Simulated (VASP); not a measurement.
Input:

```xyz
4
Lattice="1.2605 -2.1833 0.0000 1.2605 2.1833 0.0000 0.0000 0.0000 6.9236" Properties=species:S:1:pos:R:3 pbc="T T T"
B      1.2605     0.7278     1.7309
B      1.2605    -0.7278     5.1927
N      1.2605    -0.7278     1.7309
N      1.2605     0.7278     5.1927
```

Computed with vdW-DF2, VASP's PBE PAW potentials (set 64) (plane waves; VASP). Settings: 520 eV cut-off, 11×11×4 Γ-centred mesh, tetrahedra with Blöchl corrections, potentials B N.

Q: Predict the energy per atom (σ→0).

A: 
```
Item                            Value
---------------------  --------------
energy per atom (σ→0)  -7.497 eV/atom
```

Only differences to runs with the same potentials and settings are physical.

The compound is BN in the hex structure. It was relaxed first, which changed the volume by +5 %.
